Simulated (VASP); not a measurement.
## PtSe2: relaxation of cell and atoms with LDA

Crystal: PtSe2.

```
CELL_PARAMETERS angstrom
3.72400 0.00000 0.00000
-1.86200 3.22508 0.00000
0.00000 0.00000 5.06200
ATOMIC_POSITIONS crystal
Pt 0.00000 0.00000 0.00000
Se 0.33333 0.66667 0.25000
Se 0.66667 0.33333 0.75000
```

```
Program                : VASP 6.6.1
Task                   : relaxation of cell and atoms
Functional             : LDA
Potentials or basis    : VASP PAW LDA potentials, release 64 (Pt, Se)
Cutoff                 : 600 eV
k mesh                 : 10 × 10 × 8
Occupations            : gaussian, width 0.05 eV
Spin                   : no spin polarisation
Further INCAR settings : ALGO = Normal; EDIFF = 1e-06; IBRION = 2; EDIFFG = -0.01; NSW = 40; ISIF = 3
```

```yaml
Relaxed_volume: 19.29 Å³/atom
Relaxed_cell: a = 3.748 Å, b = 3.748 Å, c = 4.756 Å, α = 90.00°, β = 90.00°, γ = 120.00°
Space_group_after_relaxing_to_0.05_Å: P-3m1 (No. 164)
Energy_gained_by_relaxing: 11.2 meV/atom
Ionic_steps: 14
Pressure_after_relaxing: -0.1 GPa
Largest_force_after_relaxing: 0.007 eV/Å
Band_gap_on_the_k_mesh: none (metal or under the smearing width)
```

Forces on the atoms (eV/Å):
```
Pt   0.000  0.000  0.000
Se   0.000  0.000  0.007
Se   0.000  0.000 -0.007
```

Step by step:
| step | energy change (eV) | largest force (eV/Å) | pressure (GPa) | volume (Å³) |
| --- | --- | --- | --- | --- |
| 1 | 0.0000 | 0.2123 | -0.06 | 60.80 |
| 2 | -0.0060 | 0.1285 | -0.82 | 60.72 |
| 3 | -0.0122 | 0.0695 | -2.40 | 60.56 |
| 4 | -0.0138 | 0.0698 | -2.33 | 60.44 |
| 5 | -0.0181 | 0.0705 | -2.16 | 60.10 |
| 6 | -0.0253 | 0.0743 | -1.71 | 59.43 |
| 7 | -0.0327 | 0.0891 | -0.74 | 58.07 |
| 8 | -0.0328 | 0.0947 | -0.52 | 57.81 |
| 9 | -0.0329 | 0.0930 | -0.56 | 57.87 |
| 10 | -0.0333 | 0.0579 | -0.29 | 57.85 |
| 11 | -0.0335 | 0.0166 | 0.01 | 57.83 |
| 12 | -0.0335 | 0.0137 | 0.00 | 57.83 |
| 13 | -0.0335 | 0.0071 | -0.02 | 57.84 |
| 14 | -0.0336 | 0.0069 | -0.06 | 57.86 |

Final structure:
```
Pt Se
1.0
     3.74828    0.00000    0.00000
    -1.87414    3.24611    0.00000
     0.00000    0.00000    4.75564
Pt Se
1 2
Cartesian
  0.0000 0.0000 0.0000
  0.0000 2.1641 1.2595
  1.8741 1.0820 3.4962
```

Levels at points of the mesh, in eV from the Fermi level:
```tsv
k point	band 7	band 8	band 9	band 10	band 11	band 12	band 13	band 14	band 15
(0.00, 0.00, 0.00)	-3.90	-2.47	-1.02	-1.02	0.86	1.11	1.11	3.16	4.17
(0.50, 0.00, 0.00)	-3.84	-3.77	-3.41	-3.35	-2.96	0.51	2.63	5.07	6.12
(0.00, 0.00, 0.50)	-3.96	-2.98	-1.76	-1.76	-1.66	2.44	2.44	4.96	6.64
(0.50, 0.00, 0.50)	-3.44	-3.43	-3.14	-2.67	-1.08	0.63	1.51	4.80	5.07
```

Run time: 2 min on 2 MPI ranks on Intel(R) Xeon(R) 6975P-C (Granite Rapids) (shared host), peak memory 0.25 GiB a rank.

The run has no spin-orbit coupling, so splittings on Pt are missing. Zero-point motion and thermal expansion aren't in these numbers.
